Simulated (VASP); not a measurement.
Data:

```
CELL_PARAMETERS angstrom
      1.54316    -2.67283     0.00000
      1.54316     2.67283     0.00000
      0.00000     0.00000     5.06794
ATOMIC_POSITIONS crystal
  Si 0.66667 0.33333 0.49967
  Si 0.33333 0.66667 0.99967
  C  0.66667 0.33333 0.87533
  C  0.33333 0.66667 0.37533
```

All values below come from rev-vdW-DF2, VASP's PBE PAW potentials (set 64) (plane waves; VASP). Run with 520 eV cut-off, 9×9×5 Γ-centred mesh, tetrahedra with Blöchl corrections, potentials Si C.

### Question
Estimate the energy per atom (σ→0), band gap (on the k-mesh) with the smallest direct gap where there is one.

### Answer

```yaml
band gap (on the k-mesh): 2.29 eV
smallest direct gap (on the k-mesh): 4.01 eV
energy per atom (σ→0): -6.612 eV/atom
```

Total energies compare only between runs with the same potentials, cut-off and functional.

The compound is SiC in the wurtzite structure, the rare 2H polytype. It was relaxed first.
